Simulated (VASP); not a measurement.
A convergence study with VASP on AgI (space group P6_3mc): one setting is varied, all else stays as given below, so the limit is that of these other settings.

```yaml
crystal:
  lattice:
    - [2.28811, -3.96313, 0.00000]
    - [2.28811, 3.96313, 0.00000]
    - [0.00000, 0.00000, 7.48747]
  atoms:
    - { symbol: Ag, position: [0.66667, 0.33333, 0.50000] }
    - { symbol: Ag, position: [0.33333, 0.66667, 0.00000] }
    - { symbol: I, position: [0.66667, 0.33333, 0.87500] }
    - { symbol: I, position: [0.33333, 0.66667, 0.37500] }
```

All values below come from PBE GGA, VASP's PBE PAW potentials (set 64) (plane waves; VASP). The tightest run used: 300 eV cut-off, 7×7×4 Γ-centred mesh, Gaussian smearing of 0.010 eV, potentials Ag I.

### Question
The settings run are 2×2×2 mesh; 3×3×2 mesh; 4×4×2 mesh; 4×4×3 mesh; 5×5×3 mesh; 7×7×4 mesh. From which on does the highest Γ mode stay within 1 cm⁻¹ of the tightest run?

### Answer
From 3×3×2 mesh on: it is off by 0.4 there and by no more than 1 in any finer run, while 2×2×2 mesh is off by 2.5.
```json
[
 {"setting": "2×2×2 mesh", "highest Γ mode (cm⁻¹)": "123.8", "irreducible k-points": "4", "difference judged (cm⁻¹)": "2.5"},
 {"setting": "3×3×2 mesh", "highest Γ mode (cm⁻¹)": "126.0", "irreducible k-points": "6", "difference judged (cm⁻¹)": "0.4"},
 {"setting": "4×4×2 mesh", "highest Γ mode (cm⁻¹)": "126.3", "irreducible k-points": "8", "difference judged (cm⁻¹)": "0.1"},
 {"setting": "4×4×3 mesh", "highest Γ mode (cm⁻¹)": "126.4", "irreducible k-points": "8", "difference judged (cm⁻¹)": "0.0"},
 {"setting": "5×5×3 mesh", "highest Γ mode (cm⁻¹)": "126.3", "irreducible k-points": "10", "difference judged (cm⁻¹)": "0.0"},
 {"setting": "7×7×4 mesh", "highest Γ mode (cm⁻¹)": "126.3", "irreducible k-points": "24", "difference judged (cm⁻¹)": "0.0"}
]
```

Left out are rungs that failed or repeat a setting and relaxations that didn't move; long series are thinned to 24 rows.

The structure is a typed AgI crystal (space group no. 186). The cell was not relaxed at this level.
